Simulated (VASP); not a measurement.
Here is the system:

```xyz
3
Lattice="0.0000 2.7026 2.7026 2.7026 0.0000 2.7026 2.7026 2.7026 0.0000" Properties=species:S:1:pos:R:3 pbc="T T T"
Ca     0.0000     2.7026     2.7026
F      1.3513     1.3513     1.3513
F      4.0538     4.0538     4.0538
```

Calculation: optB86b-vdW, VASP's PBE PAW potentials (set 64) (plane waves; VASP). Settings: 520 eV cut-off, 7×7×7 Γ-centred mesh, Gaussian smearing of 0.050 eV, potentials Ca_sv F.

Give the stress tensor in GPa (positive for a compressed cell).

```
2.64  0.00  0.00
0.00  2.64  0.00
0.00  0.00  2.64
```
The pressure is its mean diagonal, 2.64 GPa.

The compound is CaF2 in the fluorite structure. This cell is one point of a volume scan, at 0.97 of the reference volume.
